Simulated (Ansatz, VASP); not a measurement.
# Ta: VASP beside Ansatz

One calculation is typed for both programs; each brings its own data sets and cutoff. How far apart do they land?

Calculated with Ansatz 0.2.0; plane waves, with VASP 6.6.1 beside it; relaxation of cell and atoms at PBEsol, spin-orbit coupling.

**1. The starting structure**

It takes space group Im-3m (No. 229, cubic). The conventional cell has a = 3.303 Å, b = 3.303 Å, c = 3.303 Å, α = 90.00°, β = 90.00°, γ = 90.00°. Nearest to Ta lie 8 Ta at 2.86 Å.

**2. Ansatz: relaxation of cell and atoms, PBEsol, spin-orbit coupling**

Ansatz runs on its fully relativistic PAW (standard-fr) files.

The relaxed volume is the usual yardstick between codes: its relative difference is about their pressure difference at one cell divided by the bulk modulus.

Input file input.yaml:

```yaml
crystal:
  lattice:
    - [-1.65128, 1.65128, 1.65128]
    - [1.65128, -1.65128, 1.65128]
    - [1.65128, 1.65128, -1.65128]
  atoms:
    - { symbol: Ta, position: [0.0, 0.0, 0.0] }
hamiltonian:
  xc: pbesol
  pseudopotentials: { kind: paw_fr }
magnetization:
  noncollinear: true
  spin_orbit: true
kpoints:
  mp_grid: { grid: [14, 14, 14] }
scf:
  occupations: { method: fermi_dirac, width: 0.05 }
relax:
  f_tol: 0.01
  max_steps: 60
  cell: { stress_tol: 0.05 }
output:
  forces: true
  stress: true
```

Started as:

```console
ansatz run input.yaml --threads 4 --pin off --max-ram 9216MiB --backend cpu --events-out ev --progress --plain --runs-dir out
```

Numbers of over 12 decimals in the logs are rounded to 6 here.

The program printed:

```text
Engine: ansatz 0.2.0, aarch64-unknown-linux-gnu
Pseudopotentials: kind: paw_fr
Pseudopotential: Ta, paw_fr, valence charge 13, recommended cutoff 420 eV (normal), Ta.paw.azcp#standard-fr
Functional definition: PBEsol
  exchange = pbesol_x
  correlation = pbesol_c
non-collinear run that drives no moment, with spin-orbit: no starting moment large enough to seed its density (crystal.atoms[].spin), no starting occupations that ask for one, no magnetisation constraint and no magnetic field, so the semilocal B_xc is pinned to zero
Crystal: 1 atoms, lattice volume = 18.010 Å³
Basis set: ecut = 420 eV, 369 PW (Γ), exchange–correlation on 40×40×40 points (8 copies of the dense FFT grid, shifted against one another)
Bands: 22, of which v1, the nominal top of the filled ones, is band 13 counted from 1 (12 counted from 0)
Symmetry: 48 space group operations + 48 with time reversal
Magnetic group: BNS 229.141 (UNI 1643), of the structure as read, at distance tolerance 2.6e-5 Å
k-points: 104 of 2744
Projection manifold: j_resolved (fully-relativistic pseudo-atomic orbitals)
Non-local potential: Ta, projectors of the file, l = 0: 3, l = 1: 4, l = 2: 4, l = 3: 2
PAW form: soft (Blöchl's): semilocal exchange-correlation on the pseudo side does not see the compensation charge
PAW frozen core: Ta, regenerated for the run's functional, and the local potential with it (the file was generated under x = pbe(κ = 0.804, μ = 0.219515), c = pbe(β = 0.066725))
PAW one-centre angular grid: Ta, 590 points (default); XC on 64 Gauss nodes
Initial density: superposition of atomic densities (chi_scale 0.1, normalization cell)
Initial wavefunctions: pseudopotential atomic-orbital guess
Functional: x = pbesol(κ = 0.804, μ = 0.123457), c = pbesol(β = 0.046)
SCF iter   1: F=—  HF=-9828.720780 eV  |F-HF|=—  |Δ(HF+E_count)|=         —  Δρ=4.14e-2  dr2=2.93e-1  dr2_m=0.00e0 (ungated)  ethr=3.10e-3  |M|=0.00e0 ∫|m|=0.00e0 μB  |m|>n=0.0e0 m-floor=0.0e0 τ_xc=0.0e0  β_m=0.30  ⟨swp⟩=6.4  Hψ=5927  notcnv=0  defer=16
preconditioner: auto → none  [metal: Δε(μ)=0.029 eV  Ē_g=8.503 eV  σ=0.050 eV  W_gap=0.14  n_scr=0 (ndim 8)  ℏωp=19.6 eV  f_vac=0.000  D(μ)=1.09/eV (n_scr^D=12)]
SCF iter   2: F=—  HF=-9828.638530 eV  |F-HF|=—  |Δ(HF+E_count)|=   8.23e-2  Δρ=2.52e-2  dr2=8.84e-2  dr2_m=0.00e0 (ungated)  ethr=2.26e-3  |M|=0.00e0 ∫|m|=0.00e0 μB  |m|>n=0.0e0 m-floor=0.0e0 τ_xc=0.0e0  β_m=0.50  ⟨swp⟩=2.0  Hψ=1874  notcnv=0  defer=266
SCF iter   3: F=—  HF=-9828.617182 eV  |F-HF|=—  |Δ(HF+E_count)|=   2.13e-2  Δρ=5.11e-3  dr2=1.66e-3  dr2_m=0.00e0 (ungated)  ethr=6.80e-4  |M|=0.00e0 ∫|m|=0.00e0 μB  |m|>n=0.0e0 m-floor=0.0e0 τ_xc=0.0e0  β_m=0.67  ⟨swp⟩=3.0  Hψ=1952  notcnv=0  defer=276
SCF iter   4: F=—  HF=-9828.618042 eV  |F-HF|=—  |Δ(HF+E_count)|=   8.61e-4  Δρ=1.88e-4  dr2=2.39e-6  dr2_m=0.00e0 (ungated)  ethr=1.27e-5  |M|=0.00e0 ∫|m|=0.00e0 μB  |m|>n=0.0e0 m-floor=0.0e0 τ_xc=0.0e0  β_m=0.70  ⟨swp⟩=1.5  Hψ=1228  notcnv=0  defer=276
SCF iter   5: F=—  HF=-9828.618047 eV  |F-HF|=—  |Δ(HF+E_count)|=   4.88e-6  Δρ=5.72e-5  dr2=1.22e-7  dr2_m=0.00e0 (ungated)  ethr=7.69e-10  |M|=0.00e0 ∫|m|=0.00e0 μB  |m|>n=0.0e0 m-floor=0.0e0 τ_xc=0.0e0  β_m=0.85  ⟨swp⟩=5.0  Hψ=3818  notcnv=0
SCF iter   6: F=-9828.618047 eV  HF=-9828.618047 eV  |F-HF|=3.85e-8  |Δ(HF+E_count)|=   1.48e-8  Δρ=3.94e-5  dr2=7.71e-8  dr2_m=0.00e0 (ungated)  ethr=7.69e-10  |M|=0.00e0 ∫|m|=0.00e0 μB  |m|>n=0.0e0 m-floor=0.0e0 τ_xc=0.0e0  ⟨swp⟩=4.0  Hψ=3145  notcnv=0
SCF 1 converged in 6 iterations: F = -9828.618047 eV  dr2 = 7.71e-8
  greatest PAW one-centre occupation: 1.000 electrons in one spin orbital (limit 2), on the Ta atom at site 0 (counted from 0), in its partial waves of l = 0
relax step   1: F+E_penalty+E_count = -9828.61804731 eV  Δ(F+E_penalty+E_count) = +0.000e0 eV  max|allowed force component| = 0.000e0 eV/Å  Δτ_max = 0.0000 Å  P = -3.921 GPa  Ω = 18.010 Å³  (6 SCF iters, dr2 threshold 1.00e-7 eV, accepted)
[...]
relax step   2: F+E_penalty+E_count = -9828.57953555 eV  Δ(F+E_penalty+E_count) = +3.851e-2 eV  max|allowed force component| = 0.000e0 eV/Å  Δτ_max = 0.0000 Å  P = +14.136 GPa  Ω = 16.652 Å³  energy of the carried Pulay correction = +4.444e-4 eV  (5 SCF iters, dr2 threshold 1.00e-7 eV, rejected (line search))
[...]
relax step   3: F+E_penalty+E_count = -9828.62231801 eV  Δ(F+E_penalty+E_count) = -4.271e-3 eV  max|allowed force component| = 0.000e0 eV/Å  Δτ_max = 0.0000 Å  P = -0.291 GPa  Ω = 17.697 Å³  energy of the carried Pulay correction = +9.953e-5 eV  (6 SCF iters, accepted)
[...]
relax step   4: F+E_penalty+E_count = -9828.62234752 eV  Δ(F+E_penalty+E_count) = -2.951e-5 eV  max|allowed force component| = 0.000e0 eV/Å  Δτ_max = 0.0000 Å  P = -0.003 GPa  Ω = 17.673 Å³  energy of the carried Pulay correction = +1.071e-4 eV  (2 SCF iters, dr2 threshold 1.00e-7 eV, accepted)
[...]
relax step   5: F+E_penalty+E_count = -9828.62225084 eV  Δ(F+E_penalty+E_count) = +9.668e-5 eV  max|allowed force component| = 0.000e0 eV/Å  Δτ_max = 0.0000 Å  P = -0.011 GPa  Ω = 17.673 Å³  stress off target by 1.06e-2 GPa  SCF on the basis re-selected at this cell (its energy is not comparable with the rows above)  (4 SCF iters)
basis re-selected at this cell: Δ(F+E_penalty+E_count) = +9.668e-5 eV, ΔP = -0.008 GPa vs the last step (what re-selecting the basis moved, of the pressure what is left beyond the Pulay correction that the steps carried, after the strain that the cell walked since its last selection, with what the two solves' SCF thresholds leave and, on support functions, any second-order correction that the steps lacked; it is no measure of the basis error at this ecutwfc). This SCF's stress stands 1.06e-2 GPa from its target on what of the cell is left free (relax.cell.stress_tol is 5.00e-2 GPa) and its largest allowed force component is 0.00e0 eV/Å (relax.f_tol is 1.00e-2 eV/Å): [rest of the remark cut]
SCF converged after 4 iterations
Magnetization: |M| = 0.0000 μB,  M = (+0.0000, +0.0000, +0.0000) μB
Absolute magnetization: 0.0000 μB (∫|m|)
  site 0: m = (+0.0000, +0.0000, +0.0000) μB, |m| = 0.0000 μB  (R = 1.17 Å)
Free energy (F): -9828.622251 eV
Harris-Foulkes:  -9828.622251 eV  (|F-HF|=3.64e-12)
Internal energy: -9828.613693 eV  (E = F + TS)
E sigma→0 (E₀):  -9828.617972 eV
Entropy (-TS):   -0.008558 eV (-8.558 meV/atom)
Fermi energy:    18.831582 eV
--- Per-component energies (eV) ---
  E_band       = -102.501341
  E_kinetic    = 366.475994
  E_local      = -539.288755  (includes V_loc(G=0)·N_el)
  E_nonlocal   = 14.461427
  E_hartree    = 187.268169
  E_xc         = -216.785902
  E_vxc        = -203.754039  (∫ρ·V_xc dr)
  E_paw        = -8291.676264  (= ΣΔE_a)
  E_vpaw       = -114.932450  (= ΣTr[D̂ρ^β])
  E_aug_tail   = 0.000135  (compensation charges beyond the density's cutoff)
  E_ewald      = -1349.286863
  E_core_change = 0.218366  (= ΣΔE_core)
  E_smearing   = -0.008558  (= −TS)
  E_closure    = 0.000000  (closes the sum)
  Σ components = -9828.622251   (vs F -9828.622251, Δ=0.00e0)
--- Forces (eV/Å), atoms counted from 1 ---
  atom   1  Ta    -0.00000000     0.00000000    -0.00000000
  max |Σ_I F_I| component: 8.73e-33 eV/Å
--- Stress (GPa, compression-positive) ---
       -0.010594      -0.000000       0.000000
        0.000000      -0.010594       0.000000
       -0.000000      -0.000000      -0.010594
  P = ⅓ Tr σ = -0.0106 GPa (-0.106 kbar)
--- Relaxed structure (4 steps of the walk, 3 accepted, 1 SCFs on fresh bases) ---
  F+E_penalty+E_count = -9828.62225084 eV   max|allowed force component| = 0.000e0 eV/Å   (the final SCF, on the basis selected at the relaxed cell)
  cell:  # Å, volume = 17.6731 Å³
    - [-1.640908, 1.640908, 1.640908]
    - [1.640908, -1.640908, 1.640908]
    - [1.640908, 1.640908, -1.640908]
  atoms:
    - { symbol: Ta, position: [0.0, 0.0, 0.0] }
```

Run time: 5.4 s. Hardware: 4 threads of Arm Neoverse V1, shared host; peak memory 0.41 GiB; 19 s of CPU time.

**3. VASP: relaxation of cell and atoms, PBEsol, spin-orbit coupling**

The same cell, functional, mesh and smearing now go to VASP, with its own data sets and cutoff.

Lines of VASP's logs that name or quote its potential files are left out, and so is its time.

Input file INCAR:

```
SYSTEM = Ta
PREC = Accurate
ENCUT = 400
EDIFF = 1E-06
NELM = 100
ISMEAR = -1
SIGMA = 0.05
LREAL = .FALSE.
ALGO = Normal
GGA = PS
LNONCOLLINEAR = .TRUE.
MAGMOM = 0 0 0
NBANDS = 22
GGA_COMPAT = .FALSE.
LASPH = .TRUE.
LSORBIT = .TRUE.
LMAXMIX = 4
LORBIT = 11
LWAVE = .FALSE.
LCHARG = .FALSE.
KPAR = 2
IBRION = 2
NSW = 60
ISIF = 3
EDIFFG = -0.01
```

Input file POSCAR:

```
Ta
1.0
   -1.6512800000      1.6512800000      1.6512800000
    1.6512800000     -1.6512800000      1.6512800000
    1.6512800000      1.6512800000     -1.6512800000
Ta
1
Direct
    0.0000000000      0.0000000000      0.0000000000
```

Input file KPOINTS:

```
Automatic mesh
0
Gamma
14 14 14
0 0 0
```

PAW data sets: Ta_pv (PBE family, release 64).

Started as:

```console
mpirun -np 2 vasp_ncl
```

The program printed:

```text
[banner, memory and clock lines left out]
running    2 mpi-ranks, on    1 nodes
 distrk:  each k-point on    1 cores,    2 groups
 distr:  one band on    1 cores,    1 groups

 POSCAR found type information on POSCAR Ta
 POSCAR found :  1 types and       1 ions
|                                                                             |
|               ----> ADVICE to this user running VASP <----                  |
|                                                                             |
|     You enforced a specific xc type in the INCAR file but a different       |
|     [... a line on the potential file left out ...]
|     I HOPE YOU KNOW WHAT YOU ARE DOING!                                     |
|                                                                             |

 LDA part: xc-table for (Slater+PW92), standard interpolation
 POSCAR, INCAR and KPOINTS ok, starting setup
 FFT: planning ... GRIDC
 FFT: planning ... GRID_SOFT
 FFT: planning ... GRID
 WAVECAR not read
 entering main loop
       N       E                     dE             d eps       ncg     rms          rms(c)
DAV:   1     0.811641056111E+02    0.81164E+02   -0.51234E+03  4576   0.850E+02
DAV:   2    -0.114440970916E+02   -0.92608E+02   -0.89808E+02  5390   0.287E+02
DAV:   3    -0.137823922851E+02   -0.23383E+01   -0.23174E+01  5540   0.448E+01
DAV:   4    -0.137936206487E+02   -0.11228E-01   -0.11226E-01  5222   0.335E+00
DAV:   5    -0.137937037130E+02   -0.83064E-04   -0.83053E-04  5506   0.260E-01    0.138E+01
DAV:   6    -0.133937670802E+02    0.39994E+00   -0.33061E-01  5282   0.654E+00    0.667E+00
DAV:   7    -0.132740630015E+02    0.11970E+00   -0.27570E-01  5320   0.549E+00    0.117E+00
DAV:   8    -0.132737895838E+02    0.27342E-03   -0.87644E-03  5388   0.553E-01    0.282E-01
DAV:   9    -0.132727516503E+02    0.10379E-02   -0.13304E-03  5396   0.456E-01    0.413E-02
DAV:  10    -0.132727350142E+02    0.16636E-04   -0.43255E-05  5208   0.782E-02    0.217E-02
DAV:  11    -0.132727327561E+02    0.22581E-05   -0.49859E-06  5434   0.262E-02    0.640E-03
DAV:  12    -0.132727327556E+02    0.45043E-09   -0.53152E-08  2996   0.264E-03
   1 F= -.13272733E+02 E0= -.13268172E+02  d E =-.132727E+02  mag=    -0.0000    -0.0000     0.0000
 curvature:   0.00 expect dE= 0.000E+00 dE for cont linesearch  0.000E+00
 trial: gam= 0.00000 g(F)=  0.279E-63 g(S)=  0.263E-01 ort = 0.000E+00 (trialstep = 0.100E+01)
 search vector abs. value=  0.263E-01
 bond charge predicted
       N       E                     dE             d eps       ncg     rms          rms(c)
DAV:   1    -0.134938240235E+02   -0.22109E+00   -0.66405E+00  4822   0.333E+01    0.454E+00
DAV:   2    -0.133002565173E+02    0.19357E+00   -0.22517E-01  4822   0.560E+00    0.162E+00
DAV:   3    -0.132528399767E+02    0.47417E-01   -0.12557E-01  5234   0.410E+00    0.657E-01
DAV:   4    -0.132538338564E+02   -0.99388E-03   -0.32134E-03  5402   0.491E-01    0.219E-01
DAV:   5    -0.132537786576E+02    0.55199E-04   -0.17450E-04  5314   0.157E-01    0.706E-02
DAV:   6    -0.132537671561E+02    0.11502E-04   -0.10453E-04  5370   0.114E-01    0.387E-02
DAV:   7    -0.132537678479E+02   -0.69176E-06   -0.12544E-05  5116   0.395E-02    0.118E-03
DAV:   8    -0.132537677543E+02    0.93554E-07   -0.85029E-08  3048   0.333E-03
   2 F= -.13253768E+02 E0= -.13248781E+02  d E =0.189650E-01  mag=     0.0000     0.0000    -0.0000
 trial-energy change:    0.018965  1 .order    0.019557   -0.026316    0.065429
 step:   0.2949(harm=  0.2868)  dis= 0.00000  next Energy=   -13.276628 (dE=-0.390E-02)
 bond charge predicted
       N       E                     dE             d eps       ncg     rms          rms(c)
DAV:   1    -0.133960121025E+02   -0.14224E+00   -0.35058E+00  4818   0.248E+01    0.314E+00
DAV:   2    -0.132987008048E+02    0.97311E-01   -0.12961E-01  4846   0.398E+00    0.113E+00
DAV:   3    -0.132763377309E+02    0.22363E-01   -0.63050E-02  5134   0.278E+00    0.408E-01
DAV:   4    -0.132767368954E+02   -0.39916E-03   -0.98049E-04  5440   0.302E-01    0.168E-01
DAV:   5    -0.132767375909E+02   -0.69550E-06   -0.75206E-05  5370   0.994E-02    0.516E-02
DAV:   6    -0.132767281027E+02    0.94882E-05   -0.37403E-05  5222   0.644E-02    0.227E-02
DAV:   7    -0.132767264562E+02    0.16464E-05   -0.21041E-06  5136   0.153E-02    0.940E-04
DAV:   8    -0.132767264865E+02   -0.30276E-07   -0.16257E-08  2720   0.148E-03
   3 F= -.13276726E+02 E0= -.13272023E+02  d E =-.399373E-02  mag=     0.0000     0.0000    -0.0000
 curvature:  -0.14 expect dE=-0.711E-06 dE for cont linesearch -0.711E-06
 trial: gam=-0.01354 g(F)=  0.147E-63 g(S)=  0.496E-05 ort = 0.361E-03 (trialstep = 0.859E+00)
 search vector abs. value=  0.103E-08
 reached required accuracy - stopping structural energy minimisation
```

OUTCAR, selected parts (step 3):

```text
ion  position               nearest neighbor table
   1  0.000  0.000  0.000-

  LATTYP: Found a body centered cubic cell.
 ALAT       =     3.3025600000

 Subroutine GETGRP returns: Found 48 space group operations
 (whereof 48 operations were pure point group operations)

The static configuration has the point symmetry O_h .

 Found    104 irreducible k-points:

   k-points           NKPTS =    104   k-points in BZ     NKDIM =    104   number of bands    NBANDS=     22

   dimension x,y,z NGX =    20 NGY =   20 NGZ =   20
   dimension x,y,z NGXF=    40 NGYF=   40 NGZF=   40

   ENCUT  =  400.0 eV  29.40 Ry    5.42 a.u.   4.66  4.66  4.66*2*pi/ulx,y,z

   NELECT =      11.0000    total number of electrons

 k-points in reciprocal lattice and weights: Automatic mesh
   0.00000000  0.00000000  0.00000000       0.000
   0.07142857  0.00000000  0.00000000       0.004
   0.14285714  0.00000000  0.00000000       0.004
   0.21428571  0.00000000  0.00000000       0.004
   0.28571429  0.00000000  0.00000000       0.004
   0.35714286  0.00000000  0.00000000       0.004
   0.42857143  0.00000000  0.00000000       0.004
   0.50000000  0.00000000  0.00000000       0.002
   0.07142857  0.07142857  0.00000000       0.009
[...]
0.50000000  0.50000000  0.42857143       0.004
   0.50000000  0.50000000  0.50000000       0.000

 average (electrostatic) potential at core
       1 -36.0715

 E-fermi :   5.4337

 k-point     1 :       0.0000    0.0000    0.0000
  band No.  band energies     occupation
    ...
      4     -24.9175      1.00000
      5     -24.9175      1.00000
      6     -24.9175      1.00000
      7      -2.5297      1.00000
      8      -2.5297      1.00000
      9       6.0165      0.00001
     10       6.0165      0.00001
     11       6.0165      0.00001
     12       6.0165      0.00001
     13       6.4345      0.00000
    ...

 k-point     2 :       0.0714    0.0000    0.0000
  band No.  band energies     occupation
    ...
      4     -24.9806      1.00000
      5     -24.9295      1.00000
      6     -24.9295      1.00000
      7      -2.2934      1.00000
      8      -2.2934      1.00000
      9       5.9200      0.00006
     10       5.9200      0.00006
     11       6.0615      0.00000
     12       6.0615      0.00000
     13       6.5185      0.00000
    ...

 k-point     3 :       0.1429    0.0000    0.0000
  band No.  band energies     occupation
    ...
      4     -25.1529      1.00000
      5     -24.9630      1.00000
      6     -24.9630      1.00000
      7      -1.6286      1.00000
      8      -1.6286      1.00000
      9       5.5834      0.04772
     10       5.5834      0.04772
     11       5.8805      0.00013
     12       5.8805      0.00013
     13       7.1090      0.00000
    ...

  Total       -0.0058519     -0.0058519     -0.0058519      0.0000000      0.0000000     -0.0000000
  in kB       -0.5301669     -0.5301669     -0.5301669      0.0000000      0.0000000     -0.0000000
  external PRESSURE =      -0.5301669 kB  Pullay stress =       0.0000000 kB

  energy-cutoff  :      400.00
  volume of cell :       17.68
      direct lattice vectors                 reciprocal lattice vectors
    -1.641263049  1.641263049  1.641263049     0.000000000  0.304643427  0.304643427
     1.641263049 -1.641263049  1.641263049     0.304643427  0.000000000  0.304643427
     1.641263049  1.641263049 -1.641263049     0.304643427  0.304643427  0.000000000

 POSITION                                       TOTAL-FORCE (eV/Angst)
 -----------------------------------------------------------------------------------
      0.00000      0.00000      0.00000         0.000000      0.000000     -0.000000
 -----------------------------------------------------------------------------------
    total drift:                                0.000000     -0.000000      0.000000

  FREE ENERGIE OF THE ION-ELECTRON SYSTEM (eV)
  ---------------------------------------------------
  free  energy   TOTEN  =       -13.2767264865 eV

  energy  without entropy=      -13.2673187162  energy(sigma->0) =      -13.27202260

 reached required accuracy - stopping structural energy minimisation

 Spin-Orbit-Coupling matrix elements
 Ion:    1  E_soc:     -1.4160305

 total charge
# of ion       s       p       d       tot
------------------------------------------
    1        0.374   6.173   2.433   8.979

 magnetization (x)
# of ion       s       p       d       tot
------------------------------------------
    1        0.000   0.000   0.000   0.000

 magnetization (y)
# of ion       s       p       d       tot
------------------------------------------
    1        0.000   0.000  -0.000  -0.000

 magnetization (z)
# of ion       s       p       d       tot
------------------------------------------
    1       -0.000  -0.000   0.000  -0.000

[... 3 further parts left out ...]
```

CONTCAR:

```
Ta
   1.00000000000000
    -1.6412630487541411    1.6412630487541411    1.6412630487541411
     1.6412630487541411   -1.6412630487541411    1.6412630487541411
     1.6412630487541411    1.6412630487541411   -1.6412630487541411
  Ta
     1
Direct
     0.0000000000000000    0.0000000000000000    0.0000000000000000
```

This run has no spin polarisation. Its electron count is odd, so without a moment it is a metal by construction. The run keeps the 48 symmetry operations of its start, so it cannot find a distortion of lower symmetry.

**4. Side by side**

Known differences besides the potentials themselves: spin-orbit coupling enters by fully relativistic files in Ansatz and inside the spheres in VASP; both relaxations stop at a tolerance, which leaves soft axes loose, and VASP keeps its plane-wave basis; the data sets hold 13 valence electrons in Ansatz (fully relativistic PAW (standard-fr) files) and 11 in VASP; the cutoff is 420 eV in Ansatz and 400 eV in VASP; Ansatz makes its cores anew for this functional, VASP keeps those of its PBE data sets; Ansatz adds a Pulay correction to the stress that steers its cell, VASP none. Total energies have different zeros and are not compared.

The two programs side by side:

```csv
quantity,Ansatz,VASP,difference
volume (Å³),17.67,17.68,-0.06 %
"edge a after relaxation, in the typed setting (Å)",2.842,2.843,-0.02 %
```

The walks stopped with -0.01 GPa left in Ansatz and -0.05 GPa in VASP; each walk ends within a tolerance, so the volume difference is uncertain by about these residues over the bulk modulus, most in soft cells.

**5. Outcome**

```yaml
difference_in_volume_relaxation_of_cell_and_atoms_pbesol_spin_orbit_coupling: -0.065 %
```

In words: The difference in volume is -0.065 % (relaxation of cell and atoms, PBEsol, spin-orbit coupling), within the 1.2 % picked in this series as the mark of a large difference, as far as the stopping tolerances let one tell. How closely two codes agree says nothing of how well the functional describes the real material.

[Lines on the potential files, build, host, timing and source positions are cut from VASP's logs without a mark.]

[Logs are printed without paths, hosts, clocks, repeated set-up lines and the standing remarks that a program may print on its own settings, such as how far it seeks lower states.]

[Hosts, paths, dates, database ids (printed as entryN), source tags and the programs' standing remarks are cut or masked in the printed files.]
